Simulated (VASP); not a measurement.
Output of a VASP run:

**OSZICAR**
```
       N       E                     dE             d eps       ncg     rms          rms(c)
DAV:   1     0.106807296420E+03    0.10681E+03   -0.96320E+03  8416   0.122E+03
DAV:   2    -0.221934890061E+02   -0.12900E+03   -0.12733E+03  9807   0.317E+02
DAV:   3    -0.256624964488E+02   -0.34690E+01   -0.33843E+01 11263   0.463E+01
DAV:   4    -0.256878205409E+02   -0.25324E-01   -0.25274E-01  9499   0.460E+00
DAV:   5    -0.256881586115E+02   -0.33807E-03   -0.33800E-03 11515   0.515E-01    0.238E+01
DAV:   6    -0.248952288252E+02    0.79293E+00   -0.51290E+00 10108   0.164E+01    0.777E+00
DAV:   7    -0.248118185747E+02    0.83410E-01   -0.37468E-01  9604   0.354E+00    0.443E+00
DAV:   8    -0.247872639799E+02    0.24555E-01   -0.56988E-02 10780   0.210E+00    0.307E-01
DAV:   9    -0.247868551409E+02    0.40884E-03   -0.14172E-03 10115   0.316E-01    0.185E-01
DAV:  10    -0.247867790037E+02    0.76137E-04   -0.36318E-04 10493   0.188E-01    0.347E-02
DAV:  11    -0.247867715510E+02    0.74527E-05   -0.47149E-05 10521   0.577E-02    0.150E-02
DAV:  12    -0.247867714328E+02    0.11821E-06   -0.22512E-06  7363   0.107E-02
   1 F= -.24786771E+02 E0= -.24786806E+02  d E =0.102875E-03
```

File OUTCAR:
```
------------------------ aborting loop because EDIFF is reached ----------------------------------------
  FORCE on cell =-STRESS in cart. coord.  units (eV):
  Direction    XX          YY          ZZ          XY          YZ          ZX
  --------------------------------------------------------------------------------------
  Total       -0.5425304     -1.3882890     -1.2585044      0.0000000      0.0000000      0.0000000
  in kB      -20.7608049    -53.1251280    -48.1587099      0.0000000      0.0000000      0.0000000
  external PRESSURE =     -40.6815476 kB  Pullay stress =       0.0000000 kB
  volume of cell :       41.87
      direct lattice vectors                 reciprocal lattice vectors
    -1.615401000  1.634181000  3.965062000     0.000000000  0.305963660  0.126101433
     1.615401000 -1.634181000  3.965062000     0.309520670  0.000000000  0.126101433
     1.615401000  1.634181000 -3.965062000     0.309520670  0.305963660  0.000000000
 POSITION                                       TOTAL-FORCE (eV/Angst)
 -----------------------------------------------------------------------------------
      0.00000      0.00000      5.27353         0.249448     -0.000000      0.051117
      0.00000      0.00000      2.65659         0.249448     -0.000000     -0.051117
      0.05359      0.00000      0.00000        -0.498895      0.000000      0.000000
 -----------------------------------------------------------------------------------
    total drift:                               -0.000109     -0.000001     -0.000001
  FREE ENERGIE OF THE ION-ELECTRON SYSTEM (eV)
  ---------------------------------------------------
  free  energy   TOTEN  =       -24.7867714328 eV

  energy  without entropy=      -24.7868743079  energy(sigma->0) =      -24.78680572
```
(Selected blocks of OUTCAR.)

File POSCAR:
```
WSi2
1
   -1.6154010000     1.6341810000     3.9650620000
    1.6154010000    -1.6341810000     3.9650620000
    1.6154010000     1.6341810000    -3.9650620000
Si W
2 1
Direct
  0.6650000000   0.6650000000   0.0000000000
  0.3350000000   0.3350000000   0.0000000000
 -0.0000000000   0.0165870000   0.0165870000
```

Task: Write an INCAR and KPOINTS that could have produced this output.

Result: Several could match; the one computed here: the input of the run itself, PBE GGA, plane waves, VASP's PBE PAW potentials (set 64).

### KPOINTS
```
Automatic mesh
0
Gamma
12 12 12
0 0 0
```

### INCAR
```
# general
SYSTEM  = WSi2
PREC    = Normal
ENCUT   = 400
LREAL   = F
LASPH   = T

# electronic loop
EDIFF   = 1E-6
NELM    = 100
ALGO    = Normal
LMAXMIX = 6

# smearing
ISMEAR  = 1
SIGMA   = 0.1

# functional
GGA     = PE

# ions
ISIF    = 2

# output
LWAVE   = F
LCHARG  = F
```

POTCAR, in this order: Si W_sv (PBE.64 set). Program: vasp_std.

The compound is WSi2 in the MoSi2 type structure. The cell was not relaxed at this level. The run is one of a series of settings (PREC = Normal against the base run), some of them coarse on purpose.
